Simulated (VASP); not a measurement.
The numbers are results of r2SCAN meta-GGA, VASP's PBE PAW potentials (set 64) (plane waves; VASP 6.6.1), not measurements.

A VASP calculation is set up with these files.

**INCAR**
```
ALGO = Normal
EDIFF = 1E-7
ENCUT = 520
ISIF = 2
ISMEAR = -5
LASPH = T
LCHARG = F
LEFG = T
LMAXMIX = 4
LMIXTAU = T
LORBIT = 11
LREAL = F
LWAVE = F
METAGGA = R2SCAN
NEDOS = 601
NELM = 100
PREC = Accurate
SYSTEM = TiC
```

File POSCAR:
```
TiC
1
    3.0444197775    -0.0000001366     0.0000000000
   -1.5222096256     2.6365450640     0.0000000000
    0.0000000000     0.0000000000     5.3615317370
Ti C
2 2
Direct
  0.0000000000   0.0000000000   0.0000000000
  0.0000000000   0.0000000000   0.5000000000
  0.3333330000   0.6666670000   0.2500000000
  0.6666670000   0.3333330000   0.7500000000
```

### KPOINTS_OPT
```
k-points along high-symmetry lines
6
Line-mode
Reciprocal
  0.000000   0.000000   0.000000 ! GAMMA
  0.500000   0.000000   0.000000 ! M

  0.500000   0.000000   0.000000 ! M
  0.333333   0.333333   0.000000 ! K

  0.333333   0.333333   0.000000 ! K
  0.000000   0.000000   0.000000 ! GAMMA

  0.000000   0.000000   0.000000 ! GAMMA
  0.000000   0.000000   0.500000 ! A

  0.000000   0.000000   0.500000 ! A
  0.500000   0.000000   0.500000 ! L

  0.500000   0.000000   0.500000 ! L
  0.333333   0.333333   0.500000 ! H

  0.333333   0.333333   0.500000 ! H
  0.000000   0.000000   0.500000 ! A

  0.500000   0.000000   0.500000 ! L
  0.500000   0.000000   0.000000 ! M

  0.333333   0.333333   0.500000 ! H
  0.333333   0.333333   0.000000 ! K
```

### KPOINTS
```
Automatic mesh
0
Gamma
13 13 7
0 0 0
```

POTCAR, in this order: Ti_sv C (PBE.64 set). Program: vasp_std.

Q: Predict the energy per atom (σ→0), band gap (over mesh and band path).

A: 
| Quantity | Value |
|---|---|
| energy per atom (σ→0) | -11.986 eV/atom |
| band gap (over mesh and band path) | none (metal, semimetal or under 0.01 eV) |

File OSZICAR:
```
...
DAV:  15    -0.479422110234E+02    0.75870E-03   -0.68330E-04  3720   0.263E-01    0.292E-02
DAV:  16    -0.479429391559E+02   -0.72813E-03   -0.38424E-04  3748   0.209E-01    0.483E-03
DAV:  17    -0.479429572408E+02   -0.18085E-04   -0.57554E-05  4772   0.635E-02    0.871E-03
DAV:  18    -0.479429543800E+02    0.28609E-05   -0.35992E-06  4392   0.133E-02    0.694E-03
DAV:  19    -0.479429570107E+02   -0.26308E-05   -0.48807E-07  3876   0.723E-03    0.423E-03
DAV:  20    -0.479429570771E+02   -0.66362E-07   -0.95967E-07  3836   0.957E-03
   1 F= -.47942957E+02 E0= -.47942957E+02  d E =0.000000E+00
       N       E                     dE             ncg
```

The structure was generated: TiC was put into the NiAs type (P6_3/mmc), which need not be its known phase. It was relaxed first, which changed the volume by -44 %.
